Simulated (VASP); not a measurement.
Consider the following.

```
ZnSe
1.0
    0.00000     2.87609     2.87609
    2.87609     0.00000     2.87609
    2.87609     2.87609     0.00000
Zn Se
1 1
Cartesian
  0.00000   0.00000   0.00000
  1.43805   1.43805   1.43805
```

These are PBEsol GGA, VASP's PBE PAW potentials (set 64) (plane waves; VASP) values and carry that method's errors. Run with 520 eV cut-off, 8×8×8 Γ-centred mesh, Gaussian smearing of 0.050 eV, potentials Zn Se.

### Question
The job: ZnSe (zinc blende), 2 atoms, PBEsol, static run, 520 eV, 8×8×8 Γ-centred mesh. Roughly how much core time does it take on a busy server core?

### Answer
About 10 core-seconds (one run on a shared machine, a rough figure). It had 29 irreducible k-points, 13 bands, up to 1303 plane waves and 13 electronic steps.

The compound is ZnSe in the zinc blende structure. This cell is one point of a volume scan, at 1.06 of the reference volume.
